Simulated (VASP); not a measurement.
All values below come from PBE GGA, VASP's PBE PAW potentials (set 64) (plane waves; VASP).

The input files of a VASP run:

INCAR:
```
# general
SYSTEM   =  Hf
PREC     =  Accurate
ENCUT    =  480
LREAL    =  .FALSE.
LASPH    =  .TRUE.

# electronic loop
EDIFF    =  1E-6
NELM     =  100
ALGO     =  Normal
LMAXMIX  =  6

# smearing
ISMEAR   =  1
SIGMA    =  0.1

# functional
GGA      =  PE

# ions
IBRION   =  2
NSW      =  60
ISIF     =  3
EDIFFG   =  -0.01

# output
LWAVE    =  .FALSE.
LCHARG   =  .FALSE.
```

File KPOINTS:
```
Automatic mesh
0
Gamma
12 12 7
0 0 0
```

**POSCAR**
```
Hf
1
    3.1900000000     0.0000000000     0.0000000000
   -1.5950000000     2.7626210000     0.0000000000
    0.0000000000     0.0000000000     5.0500000000
Hf
2
Direct
  0.6666670000   0.3333330000   0.7500000000
  0.3333330000   0.6666670000   0.2500000000
```

POTCAR, in this order: Hf_pv (PBE.64 set). Program: vasp_std.

### Question
What will the output report for the number of irreducible k-points (NKPTS), largest plane-wave count, number of space-group operations, FFT grid (NGX, NGY, NGZ)?

### Answer

```json
{
 "number of irreducible k-points (NKPTS)": "76",
 "largest_plane_wave_count": "1087",
 "number_of_space_group_operations": "24",
 "FFT grid (NGX, NGY, NGZ)": "24 × 24 × 36"
}
```

The compound is Hf in the hcp structure. This run relaxes it. Symmetry was kept, so distortions that lower it aren't found.
